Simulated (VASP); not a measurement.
Consider the following.

```
CeO2
1.0
    0.00000     2.71086     2.71086
    2.71086     0.00000     2.71086
    2.71086     2.71086     0.00000
Ce O
1 2
Cartesian
  0.00000   0.00000   0.00000
  1.35543   1.35543   1.35543
  4.06629   4.06629   4.06629
```

Method: r2SCAN+rVV10, VASP's PBE PAW potentials (set 64) (plane waves; VASP). Settings: 520 eV cut-off, 8×8×8 Γ-centred mesh, tetrahedra with Blöchl corrections, potentials Ce O.

Problem. Give the energies of bands 7 to 15 at the high-symmetry points, in eV from the valence-band maximum.

Solution. 
```
band      Γ      X      U      L      W
----  -----  -----  -----  -----  -----
7     -3.94  -3.98  -3.31  -3.04  -2.96
8     -3.94  -1.23  -1.76  -3.04  -2.33
9     -3.94  -1.23  -1.45  -1.32  -1.08
10    -0.62  -0.82  -1.32  -1.22  -1.08
11    -0.62  -0.82  -0.77  -0.80  -0.74
12    -0.62  -0.62  -0.33  -0.80  -0.69
13     2.61   2.33   2.27   2.19   2.26
14     2.61   2.35   2.39   2.43   2.41
15     2.61   2.35   2.49   2.43   2.41
```

The gap is indirect, 2.19 eV, from the valence maximum at (-0.25, 0.25, 0.00) to the conduction minimum at L.

The compound is CeO2 in the fluorite structure. It was relaxed first. The run is not spin-polarised, so no magnetic state was tried.
